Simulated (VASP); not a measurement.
Given:

```
MgSe
1.0
    0.00000     2.73584     2.73584
    2.73584     0.00000     2.73584
    2.73584     2.73584     0.00000
Mg Se
1 1
Direct
  0.00000   0.00000   0.00000
  0.50000   0.50000   0.50000
```

Computed with vdW-DF-cx, VASP's PBE PAW potentials (set 64) (plane waves; VASP). Settings: 520 eV cut-off, Gaussian smearing of 0.050 eV, potentials Mg Se.

Task: Predict the band gap (along the path) with the smallest direct gap where there is one.

Result: 
```json
{
  "band gap (along the path)": "1.90 eV",
  "smallest direct gap (along the path)": "2.60 eV"
}
```

The absolute energy has meaning only against runs of the same code, potentials and settings.

The compound is MgSe in the rock salt structure. It was relaxed first.
